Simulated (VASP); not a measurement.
Computed with PW91 GGA, VASP's PBE PAW potentials (set 64) (plane waves; VASP).

A VASP calculation is set up with these files.

File POSCAR:
```
CuI
1
   -0.0000000000     3.0399156859     3.0399156859
    3.0399156859    -0.0000000000     3.0399156859
    3.0399156859     3.0399156859    -0.0000000000
Cu I
1 1
Direct
  0.0000000000   0.0000000000   1.0000000000
  0.2500000000   0.2500000000   0.2500000000
```

### KPOINTS
```
k-points along high-symmetry lines
15
Line-mode
Reciprocal
  0.000000   0.000000   0.000000 ! GAMMA
 -0.500000  -0.500000   0.000000 ! X

 -0.500000  -0.500000   0.000000 ! X
 -0.375000  -0.375000   0.250000 ! U

 -0.375000  -0.000000   0.375000 ! K
  0.000000   0.000000   0.000000 ! GAMMA

  0.000000   0.000000   0.000000 ! GAMMA
 -0.000000  -0.000000   0.500000 ! L

 -0.000000  -0.000000   0.500000 ! L
 -0.500000  -0.250000   0.250000 ! W

 -0.500000  -0.250000   0.250000 ! W
 -0.500000  -0.500000   0.000000 ! X
```

INCAR:
```
NELM=100
LMAXMIX=4   # l cut-off of mixed one-centre charges
ENCUT=520
PREC=Accurate
LASPH=.TRUE.   # aspherical one-centre terms
SIGMA=0.05   # width (eV)
ALGO=Normal   # blocked Davidson
ISMEAR=0
LWAVE=.FALSE.
SYSTEM=CuI
LCHARG=.FALSE.
LREAL=.FALSE.   # projection in real space or not
GGA=91   # PW91
ICHARG=11   # fixed density
LORBIT=11   # lm-projected
EDIFF=1E-7   # SCF stop (eV)
```

POTCAR, in this order: Cu I (PBE.64 set). Program: vasp_std. Read from the step before: CHGCAR.

What VASP printed:

OSZICAR:
```
       N       E                     dE             d eps       ncg     rms          rms(c)
DAV:   1     0.107295804907E+03    0.10730E+03   -0.80337E+03  2340   0.148E+03
DAV:   2     0.375174049411E+01   -0.10354E+03   -0.97487E+02  2390   0.270E+02
DAV:   3    -0.457004832482E+01   -0.83218E+01   -0.81053E+01  3164   0.838E+01
DAV:   4    -0.484363859329E+01   -0.27359E+00   -0.27340E+00  2997   0.142E+01
DAV:   5    -0.485188966110E+01   -0.82511E-02   -0.82508E-02  3248   0.252E+00
DAV:   6    -0.485212683091E+01   -0.23717E-03   -0.23717E-03  3189   0.393E-01
DAV:   7    -0.485212974477E+01   -0.29139E-05   -0.29139E-05  3261   0.419E-02
DAV:   8    -0.485212979566E+01   -0.50890E-07   -0.50924E-07  3168   0.502E-03
   1 F= -.48521298E+01 E0= -.48521298E+01  d E =-.884542E-13
```

**OUTCAR**
```
 val. band max:        4.2752064435   @ k =   0.0000   0.0000   0.0000

 cond. band min:       5.4154265681   @ k =   0.0000   0.0000   0.0000



 k-point     1 :       0.0000    0.0000    0.0000
  band No.  band energies     occupation
      1      -9.6479      2.00000
      2       0.6808      2.00000
      3       0.6808      2.00000
      4       0.6808      2.00000
      5       2.4418      2.00000
      6       2.4418      2.00000
      7       4.2752      2.00000
      8       4.2752      2.00000
      9       4.2752      2.00000
     10       5.4154      0.00000
     11       9.1696      0.00000
     12       9.1696      0.00000
     13       9.1696      0.00000

 k-point     2 :      -0.0357   -0.0357    0.0000
  band No.  band energies     occupation
      1      -9.6399      2.00000
      2       0.6517      2.00000
      3       0.6794      2.00000
      4       0.6794      2.00000
      5       2.4391      2.00000
      6       2.4429      2.00000
      7       4.1910      2.00000
      8       4.2476      2.00000
      9       4.2476      2.00000
     10       5.5418      0.00000
     11       9.0988      0.00000
     12       9.2178      0.00000
     13       9.2178      0.00000

 k-point     3 :      -0.0714   -0.0714    0.0000
  band No.  band energies     occupation
      1      -9.6161      2.00000
      2       0.5670      2.00000
      3       0.6754      2.00000
      4       0.6754      2.00000
      5       2.4312      2.00000
      6       2.4460      2.00000
      7       4.0103      2.00000
      8       4.1689      2.00000
      9       4.1689      2.00000
     10       5.8441      0.00000
     11       8.9120      0.00000
     12       9.3584      0.00000
     13       9.3584      0.00000

 k-point     4 :      -0.1071   -0.1071    0.0000
  band No.  band energies     occupation
      1      -9.5774      2.00000
      2       0.4338      2.00000
      3       0.6690      2.00000
      4       0.6690      2.00000
...
```

The density is held fixed in this step, so its total energy and stress have no physical meaning. Unless said otherwise, spin-orbit coupling is left out, though it shifts the bands of the heavy elements here.

The compound is CuI in the zinc blende structure. It was relaxed first.
